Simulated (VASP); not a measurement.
Consider the following.

```yaml
crystal:
  lattice:
    - [2.75000, -1.64000, 0.00000]
    - [2.75000, 1.64000, 0.00000]
    - [-1.53601, 0.00000, 7.12002]
  atoms:
    - { symbol: F, position: [0.05040, 0.05040, 0.09960] }
    - { symbol: F, position: [0.94960, 0.94960, 0.90040] }
    - { symbol: F, position: [0.50500, 0.50500, 0.60000] }
    - { symbol: F, position: [0.49500, 0.49500, 0.40000] }
```

Calculation: LDA (Ceperley-Alder, Perdew-Zunger), VASP's LDA PAW potentials (set 64) (plane waves; VASP 6.6.1). Numerical set-up: 400 eV cut-off, 11×11×4 Γ-centred mesh, Fermi-Dirac smearing of 0.10 eV, potentials F.

At this cut-off the stress carries a Pulay error, which pulls relaxed volumes low.

Task: Which forces act on the atoms, in eV/Å?

Result: 
```json
[
 {"atom": "F1", "Fx": "-0.203", "Fy": "0.000", "Fz": "-1.160"},
 {"atom": "F2", "Fx": "0.203", "Fy": "0.000", "Fz": "1.160"},
 {"atom": "F3", "Fx": "0.241", "Fy": "0.000", "Fz": "-1.328"},
 {"atom": "F4", "Fx": "-0.241", "Fy": "0.000", "Fz": "1.328"}
]
```

Task: Give the stress tensor in GPa (positive for a compressed cell).

Result: 
```
-15.77    0.00    0.14
  0.00  -15.70    0.00
  0.14    0.00  -20.19
```
The pressure is its mean diagonal, -17.22 GPa.

The structure comes from a measured F2 entry of the Crystallography Open Database, whose conditions weren't checked. The cell was not relaxed at this level.
